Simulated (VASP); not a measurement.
# F on Cu(100): which site?, part 4 of 6

Aim: adsorption energies of F on the high-symmetry sites of Cu(100), at a coverage of 1/4.

VASP 6.6.1, plane waves and PAW; the level of theory is named at each step.

So far. Step 3 (Relaxing the slab): The run ended after 7 ionic steps, 0.022 eV below its first step, once the forces on the free atoms met EDIFFG = -0.03. Step 4 (Potential and states of the slab): The vacuum level lies 4.29 eV above the Fermi level at the upper face; both faces agree, as the slab has next to no dipole.

### 5. Relaxing the adsorbate, site ontop

This step: RPBE, no spin polarisation; plane waves and PAW (Cu, F) (VASP 6.6.1).

System of this step: Cu16F (Cu(100)). The cell holds 17 atoms: 16 Cu and 1 F. Cell: a = 5.205 Å, b = 5.205 Å, c = 20.520 Å, α = 90.0°, β = 90.0°, γ = 90.0°. It derives from Cu. F over the ontop site of Cu(100). Vacuum lies along c.

The adsorbate starts over a high-symmetry site, and it relaxes with the upper layers within that symmetry.

File INCAR:

```
SYSTEM = Cu16F
PREC = Normal
ENCUT = 440
EDIFF = 1E-05
NELM = 120
ISMEAR = 1
SIGMA = 0.15
LREAL = Auto
ALGO = Fast
GGA = RP
NBANDS = 113
LASPH = .TRUE.
LORBIT = 11
LWAVE = .FALSE.
LCHARG = .FALSE.
KPAR = 2
NCORE = 2
IBRION = 2
NSW = 50
ISIF = 2
EDIFFG = -0.03
POTIM = 0.4
MAXMIX = 40
IDIPOL = 3
LDIPOL = .TRUE.
DIPOL = 0.5 0.5 0.513
```

File POSCAR:

```
Cu16F
1.0
    5.2047758264      0.0000000000      0.0000000000
    0.0000000000      5.2047758264      0.0000000000
    0.0000000000      0.0000000000     20.5204984221
Cu F
16 1
Selective dynamics
Direct
    0.2500000000      0.2500000000      0.3654882000  F F F
    0.7500000000      0.2500000000      0.3654882000  F F F
    0.2500000000      0.7500000000      0.3654882000  F F F
    0.7500000000      0.7500000000      0.3654882000  F F F
    0.0000000000      0.0000000000      0.4551627300  F F F
    0.5000000000      0.0000000000      0.4551627300  F F F
    0.0000000000      0.5000000000      0.4551627300  F F F
    0.5000000000      0.5000000000      0.4551627300  F F F
    0.2500000000      0.2500000000      0.5461515400  T T T
    0.7500000000      0.2500000000      0.5461515400  T T T
    0.2500000000      0.7500000000      0.5461515400  T T T
    0.7500000000      0.7500000000      0.5461515400  T T T
    0.0000000000      0.0000000000      0.6332724400  T T T
    0.5000000000      0.0000000000      0.6332724400  T T T
    0.0000000000      0.5000000000      0.6332724400  T T T
    0.5000000000      0.5000000000      0.6332724400  T T T
    0.0000000000      0.0000000000      0.7258627800  T T T
```

File KPOINTS:

```
Automatic mesh
0
Gamma
5 5 1
0 0 0
```

Potentials, in the order of the species: Cu and F (PBE family, release 64).

On the command line:

```console
mpirun -np 4 vasp_std
```

What it wrote:

```text
[banner, memory and clock lines left out]
running    4 mpi-ranks, on    1 nodes
 distrk:  each k-point on    2 cores,    2 groups
 distr:  one band on    2 cores,    1 groups

 POSCAR found type information on POSCAR CuF
 POSCAR found :  2 types and      17 ions
 [... a notice as in an earlier step ...]

 LDA part: xc-table for (Slater+PW92), standard interpolation
 POSCAR, INCAR and KPOINTS ok, starting setup
 FFT: planning ... GRIDC
 FFT: planning ... GRID_SOFT
 FFT: planning ... GRID
 WAVECAR not read
 entering main loop
       N       E                     dE             d eps       ncg     rms          rms(c)
DAV:   1     0.169183180561E+04    0.16918E+04   -0.70077E+04  1356   0.177E+03
DAV:   2     0.197653007720E+03   -0.14942E+04   -0.14418E+04  1356   0.414E+02
DAV:   3    -0.318873875755E+02   -0.22954E+03   -0.20815E+03  1560   0.203E+02
DAV:   4    -0.634854762440E+02   -0.31598E+02   -0.30410E+02  1895   0.741E+01
DAV:   5    -0.645553923843E+02   -0.10699E+01   -0.10675E+01  1552   0.167E+01    0.278E+01
RMM:   6    -0.573216696240E+02    0.72337E+01   -0.13404E+02  1367   0.889E+01    0.163E+01
RMM:   7    -0.521186325855E+02    0.52030E+01   -0.28373E+01  1360   0.449E+01    0.330E+00
RMM:   8    -0.522783179569E+02   -0.15969E+00   -0.24338E+00  1436   0.728E+00    0.447E+00
RMM:   9    -0.519366953148E+02    0.34162E+00   -0.89484E-01  1385   0.535E+00    0.200E+00
RMM:  10    -0.519112773874E+02    0.25418E-01   -0.32947E-01  1478   0.301E+00    0.132E+00
RMM:  11    -0.519297373669E+02   -0.18460E-01   -0.23278E-01  1406   0.234E+00    0.120E+00
RMM:  12    -0.518953478876E+02    0.34389E-01   -0.63423E-02  1378   0.156E+00    0.586E-01
RMM:  13    -0.518908948433E+02    0.44530E-02   -0.32388E-02  1594   0.710E-01    0.301E-01
RMM:  14    -0.518896763057E+02    0.12185E-02   -0.75741E-03  1425   0.368E-01    0.171E-01
RMM:  15    -0.518897013022E+02   -0.24997E-04   -0.44181E-03  1411   0.284E-01    0.185E-01
RMM:  16    -0.518885345899E+02    0.11667E-02   -0.22858E-03  1386   0.246E-01    0.105E-01
RMM:  17    -0.518884032845E+02    0.13131E-03   -0.79134E-04  1380   0.143E-01    0.908E-02
RMM:  18    -0.518881641083E+02    0.23918E-03   -0.72565E-04  1391   0.109E-01    0.836E-02
RMM:  19    -0.518881399620E+02    0.24146E-04   -0.30860E-04  1358   0.764E-02    0.673E-02
RMM:  20    -0.518881975155E+02   -0.57553E-04   -0.16056E-04  1337   0.611E-02    0.497E-02
RMM:  21    -0.518884707342E+02   -0.27322E-03   -0.48460E-04  1492   0.641E-02    0.338E-02
RMM:  22    -0.518884776690E+02   -0.69348E-05   -0.35863E-05   971   0.282E-02
   1 F= -.51888478E+02 E0= -.51883534E+02  d E =-.518885E+02
 curvature:   0.00 expect dE= 0.000E+00 dE for cont linesearch  0.000E+00
 trial: gam= 0.00000 g(F)=  0.305E-01 g(S)=  0.000E+00 ort = 0.000E+00 (trialstep = 0.100E+01)
 search vector abs. value=  0.305E-01
 bond charge predicted
       N       E                     dE             d eps       ncg     rms          rms(c)
DAV:   1    -0.518798468972E+02    0.86238E-02   -0.74731E+00  1504   0.831E+00    0.445E-01
RMM:   2    -0.519234090133E+02   -0.43562E-01   -0.36316E-01  1521   0.225E+00    0.984E-01
RMM:   3    -0.519058064125E+02    0.17603E-01   -0.54735E-02  1546   0.930E-01    0.280E-01
RMM:   4    -0.519062349136E+02   -0.42850E-03   -0.13463E-02  1556   0.449E-01    0.147E-01
RMM:   5    -0.519060366904E+02    0.19822E-03   -0.14882E-03  1437   0.204E-01    0.113E-01
RMM:   6    -0.519073914287E+02   -0.13547E-02   -0.36853E-03  1478   0.221E-01    0.290E-01
RMM:   7    -0.519060812530E+02    0.13102E-02   -0.33366E-03  1479   0.207E-01    0.726E-02
RMM:   8    -0.519061254977E+02   -0.44245E-04   -0.43197E-04  1466   0.839E-02    0.173E-02
RMM:   9    -0.519061493217E+02   -0.23824E-04   -0.82256E-05  1135   0.545E-02    0.122E-02
RMM:  10    -0.519061638304E+02   -0.14509E-04   -0.32072E-05   931   0.351E-02    0.850E-03
RMM:  11    -0.519061750294E+02   -0.11199E-04   -0.17189E-05   826   0.236E-02    0.412E-03
RMM:  12    -0.519061827245E+02   -0.76951E-05   -0.74809E-06   780   0.184E-02
   2 F= -.51906183E+02 E0= -.51901320E+02  d E =-.177051E-01
[... from here on, the cycles between the ionic steps are left out ...]
   3 F= -.51906335E+02 E0= -.51901482E+02  d E =-.178575E-01
   4 F= -.51906322E+02 E0= -.51901467E+02  d E =-.178443E-01
   5 F= -.51907570E+02 E0= -.51902699E+02  d E =-.124772E-02
   6 F= -.51910254E+02 E0= -.51905323E+02  d E =-.393156E-02
   7 F= -.51911192E+02 E0= -.51906137E+02  d E =-.486962E-02
   8 F= -.51911443E+02 E0= -.51906446E+02  d E =-.512057E-02
   9 F= -.51911463E+02 E0= -.51906442E+02  d E =-.514100E-02
  10 F= -.51911474E+02 E0= -.51906463E+02  d E =-.515237E-02
  11 F= -.51911473E+02 E0= -.51906457E+02  d E =-.515064E-02
 curvature:  -0.97 expect dE=-0.301E-03 dE for cont linesearch -0.208E-04
 ZBRENT: accuracy reached
 trial: gam= 0.35747 g(F)=  0.309E-03 g(S)=  0.000E+00 ort =-0.168E-03 (trialstep = 0.248E+01)
 search vector abs. value=  0.358E-03
 bond charge predicted
       N       E                     dE             d eps       ncg     rms          rms(c)
DAV:   1    -0.519105035399E+02    0.96425E-03   -0.49661E-01  1461   0.227E+00    0.753E-02
RMM:   2    -0.519117124951E+02   -0.12090E-02   -0.11656E-02  1506   0.580E-01    0.134E-01
RMM:   3    -0.519120591196E+02   -0.34662E-03   -0.35139E-03  1820   0.254E-01    0.179E-01
RMM:   4    -0.519119936415E+02    0.65478E-04   -0.41115E-04  1499   0.102E-01    0.115E-01
RMM:   5    -0.519120828851E+02   -0.89244E-04   -0.41053E-04  1495   0.975E-02    0.119E-01
RMM:   6    -0.519122127967E+02   -0.12991E-03   -0.21358E-04  1406   0.609E-02    0.145E-01
RMM:   7    -0.519121308414E+02    0.81955E-04   -0.86127E-05  1319   0.620E-02    0.132E-01
RMM:   8    -0.519121589283E+02   -0.28087E-04   -0.13120E-04  1364   0.470E-02    0.149E-01
RMM:   9    -0.519121265606E+02    0.32368E-04   -0.74894E-05  1276   0.489E-02    0.154E-01
RMM:  10    -0.519121347646E+02   -0.82040E-05   -0.20453E-05   801   0.264E-02
  12 F= -.51912135E+02 E0= -.51907093E+02  d E =-.662153E-03
 trial-energy change:   -0.000662  1 .order   -0.000437   -0.000617   -0.000257
 step:   2.8113(harm=  4.2401)  dis= 0.00491  next Energy=   -51.912153 (dE=-0.680E-03)
 reached required accuracy - stopping structural energy minimisation
```

Elapsed: 2.5 min, on 4 MPI ranks of AMD EPYC 9R45, shared host; peak memory 1 GiB; 8.7 min of CPU time.

OUTCAR, selected parts (step 5):

```text
   k-points           NKPTS =      6   k-points in BZ     NKDIM =      6   number of bands    NBANDS=    113

   NELECT =     183.0000    total number of electrons

 dipolmoment           0.000000      0.000000      0.352967 electrons x Angstroem

 E-fermi :  -0.7625

 k-point     1 :       0.0000    0.0000    0.0000
  band No.  band energies     occupation
    ...
     89      -1.0273      2.03158
     90      -1.0202      2.03552
     91      -1.0055      2.04431
     92      -0.7407      0.75686
     93      -0.7372      0.71869
     94      -0.5492     -0.06187
     95      -0.4258     -0.00671
     96      -0.4258     -0.00671
     97       1.0735     -0.00000
     98       1.7915     -0.00000
    ...

  Total       -8.3941813     -8.3941813     -5.8579216      0.0000000     -0.0000000     -0.0000000
  in kB      -24.1934033    -24.1934033    -16.8834880      0.0000000     -0.0000000     -0.0000000
  external PRESSURE =     -21.7567649 kB  Pullay stress =       0.0000000 kB

 POSITION                                       TOTAL-FORCE (eV/Angst)
 -----------------------------------------------------------------------------------
      1.30119      1.30119      7.50000         0.015513      0.015513      0.191045
      3.90358      1.30119      7.50000        -0.015513      0.015513      0.191045
      1.30119      3.90358      7.50000         0.015513     -0.015513      0.191045
      3.90358      3.90358      7.50000        -0.015513     -0.015513      0.191045
      0.00000      0.00000      9.34017        -0.000000      0.000000     -0.215012
      2.60239      0.00000      9.34017        -0.000000      0.000000     -0.180006
      0.00000      2.60239      9.34017        -0.000000      0.000000     -0.180006
      2.60239      2.60239      9.34017        -0.000000      0.000000     -0.169873
      1.29236      1.29236     11.20209        -0.001670     -0.001670     -0.006108
      3.91242      1.29236     11.20209         0.001670     -0.001670     -0.006108
      1.29236      3.91242     11.20209        -0.001670      0.001670     -0.006108
      3.91242      3.91242     11.20209         0.001670      0.001670     -0.006108
      0.00000      0.00000     13.04145        -0.000000      0.000000      0.013660
      2.60239      0.00000     12.99875        -0.000000      0.000000     -0.010522
      0.00000      2.60239     12.99875        -0.000000      0.000000     -0.010522
      2.60239      2.60239     12.93531        -0.000000      0.000000     -0.013917
      0.00000      0.00000     14.88943        -0.000000      0.000000      0.026452
 -----------------------------------------------------------------------------------
    total drift:                                0.000000      0.000000     -0.007401

  FREE ENERGIE OF THE ION-ELECTRON SYSTEM (eV)
  ---------------------------------------------------
  free  energy   TOTEN  =       -51.9121347646 eV

  energy  without entropy=      -51.8970100589  energy(sigma->0) =      -51.90709320

 vacuum level on the upper side and lower side of the slab         5.797         3.450

[... 8 parts as in an earlier step ...]

[... 9 further parts left out ...]
```

CONTCAR:

```
Cu16F
   1.00000000000000
     5.2047758263999997    0.0000000000000000    0.0000000000000000
     0.0000000000000000    5.2047758263999997    0.0000000000000000
     0.0000000000000000    0.0000000000000000   20.5204984221000011
  Cu              F
    16     1
Selective dynamics
Direct
     0.2500000000000000    0.2500000000000000    0.3654882000000015   F   F   F
     0.7500000000000000    0.2500000000000000    0.3654882000000015   F   F   F
     0.2500000000000000    0.7500000000000000    0.3654882000000015   F   F   F
     0.7500000000000000    0.7500000000000000    0.3654882000000015   F   F   F
     0.0000000000000000    0.0000000000000000    0.4551627299999979   F   F   F
     0.5000000000000000    0.0000000000000000    0.4551627299999979   F   F   F
     0.0000000000000000    0.5000000000000000    0.4551627299999979   F   F   F
     0.5000000000000000    0.5000000000000000    0.4551627299999979   F   F   F
     0.2483022149476546    0.2483022149476546    0.5458973915652785   T   T   T
     0.7516977850523453    0.2483022149476546    0.5458973915652785   T   T   T
     0.2483022149476546    0.7516977850523453    0.5458973915652785   T   T   T
     0.7516977850523453    0.7516977850523453    0.5458973915652785   T   T   T
     0.0000000000000000    0.0000000000000000    0.6355325880922857   T   T   T
     0.5000000000000000    0.0000000000000000    0.6334519069663361   T   T   T
     0.0000000000000000    0.5000000000000000    0.6334519069663361   T   T   T
     0.5000000000000000    0.5000000000000000    0.6303602778238603   T   T   T
     0.0000000000000000    0.0000000000000000    0.7255879857353881   T   T   T
```

Its electron count is odd, so without a moment it is a metal by construction.

Relaxation path:

```
step  energy less that of the first step (eV)  largest force (eV/Å)
   1                                   0.0000                0.6737
   2                                  -0.0177                0.1477
   3                                  -0.0179                0.1449
   4                                  -0.0178                0.1516
   5                                  -0.0191                0.1277
   6                                  -0.0218                0.0593
   7                                  -0.0227                0.0527
   8                                  -0.0230                0.0406
   9                                  -0.0230                0.0412
  10                                  -0.0230                0.0383
  11                                  -0.0230                0.0403
  12                                  -0.0237                0.0265
```

The atoms that moved most (Å):

```
atom      dx      dy      dz  length
Cu16   0.000   0.000  -0.060   0.060
Cu13   0.000   0.000   0.046   0.046
Cu12   0.009   0.009  -0.005   0.014
Cu10   0.009  -0.009  -0.005   0.014
Cu11  -0.009   0.009  -0.005   0.014
 Cu9  -0.009  -0.009  -0.005   0.014
 F17   0.000   0.000  -0.006   0.006
```

The relaxed structure:

```cif
data_structure
_symmetry_space_group_name_H-M 'P 1'
_symmetry_Int_Tables_number 1
_cell_length_a 5.2048
_cell_length_b 5.2048
_cell_length_c 20.5205
_cell_angle_alpha 90.000
_cell_angle_beta 90.000
_cell_angle_gamma 90.000
_cell_volume 555.89
loop_
_atom_site_label
_atom_site_type_symbol
_atom_site_fract_x
_atom_site_fract_y
_atom_site_fract_z
_atom_site_occupancy
Cu1 Cu 0.25000 0.25000 0.36549 1
Cu2 Cu 0.75000 0.25000 0.36549 1
Cu3 Cu 0.25000 0.75000 0.36549 1
Cu4 Cu 0.75000 0.75000 0.36549 1
Cu5 Cu 0.00000 0.00000 0.45516 1
Cu6 Cu 0.50000 0.00000 0.45516 1
Cu7 Cu 0.00000 0.50000 0.45516 1
Cu8 Cu 0.50000 0.50000 0.45516 1
Cu9 Cu 0.24830 0.24830 0.54590 1
Cu10 Cu 0.75170 0.24830 0.54590 1
Cu11 Cu 0.24830 0.75170 0.54590 1
Cu12 Cu 0.75170 0.75170 0.54590 1
Cu13 Cu 0.00000 0.00000 0.63553 1
Cu14 Cu 0.50000 0.00000 0.63345 1
Cu15 Cu 0.00000 0.50000 0.63345 1
Cu16 Cu 0.50000 0.50000 0.63036 1
F17 F 0.00000 0.00000 0.72559 1
```

This step gave:

```
electronic cycles       : 88
electrons               : 183
free energy (TOTEN)     : -51.9121 eV
energy at zero smearing : -51.9071 eV
Fermi energy            : -0.7625 eV
dipole moment           : 0, 0, 0.3530 e·Å
```

The run ended after 12 ionic steps, 0.024 eV below its first step, once the forces on the free atoms met EDIFFG = -0.03.

VASP counts the dipole in electrons times Å, so a positive number points the physical dipole along −c.

[end of part 4 of 6]

[Lines on the potential files, build, host, timing and source positions are cut from VASP's logs without a mark.]

[Logs are printed without paths, hosts, clocks, repeated set-up lines and the standing remarks that a program may print on its own settings, such as how far it seeks lower states.]

[Hosts, paths, dates, database ids (printed as entryN), source tags and the programs' standing remarks are cut or masked in the printed files.]

[Runs that stopped without an error message from VASP are left out.]
